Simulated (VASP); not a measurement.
Consider the following.

```
CELL_PARAMETERS angstrom
      0.00000     2.70500     2.70500
      2.70500     0.00000     2.70500
      2.70500     2.70500     0.00000
ATOMIC_POSITIONS crystal
  Cu 0.00000 0.00000 0.00000
  Cl 0.25000 0.25000 0.25000
```

Level of theory: PBE GGA, VASP's PBE PAW potentials (set 64) (plane waves; VASP 6.6.1). Settings: 400 eV cut-off, 8×8×8 Γ-centred mesh, Gaussian smearing of 0.050 eV, potentials Cu Cl.

Problem. What does the run give for the energy per atom (σ→0), band gap (on the k-mesh) with the smallest direct gap where there is one?

Solution. 
band gap (on the k-mesh): 0.54 eV
smallest direct gap (on the k-mesh): 0.54 eV
energy per atom (σ→0): -3.171 eV/atom

Only differences to runs with the same potentials and settings are physical.

The compound is CuCl in the zinc blende structure. The cell was not relaxed at this level.
